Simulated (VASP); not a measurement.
Here is a VASP 6.6.1 calculation.

The input INCAR:

```
PREC     = Accurate       # precision mode
ENCUT    = 520            # plane-wave cutoff, eV
EDIFF    = 1E-6           # SCF threshold, eV
ISMEAR   = -1             # smearing method
SIGMA    = 0.1            # smearing width, eV
LREAL    = False          # projectors in reciprocal space
LASPH    = True           # aspherical terms in the spheres
NELM     = 100            # most SCF steps
ALGO     = Fast           # electronic algorithm
ISIF     = 2              # what is computed and relaxed
LWAVE    = False          # write WAVECAR
LCHARG   = True           # write CHGCAR
GGA      = PS             # functional
LELF     = True           # ELF
LVHAR    = True         
NBANDS   = 12             # bands
```

The input KPOINTS:

```
regular mesh
0
Gamma
  16 16 16
```

Contents of POSCAR:

```
Ce
1.0
    0.0000000000      2.2332259779      2.2332259779
    2.2332259779      0.0000000000      2.2332259779
    2.2332259779      2.2332259779      0.0000000000
Ce
1
Direct
    0.0000000000      0.0000000000      0.0000000000
```

Potentials or basis: VASP PAW PBE potentials, release 64 (Ce).

Run with:

```sh
$ cat potpaw_PBE.64/Ce/POTCAR > POTCAR
$ mpirun -np 1 vasp_std > vasp.out
```

Question: Estimate the band gap on the k mesh.

Answer: None (metal or under the smearing width).

Question: Predict the pressure.

Answer: 4.5 GPa.

Caveat: the PAW data sets were made with another functional, which shifts forces and pressure a little. Spin-orbit coupling is left out, which matters for the levels of Ce.
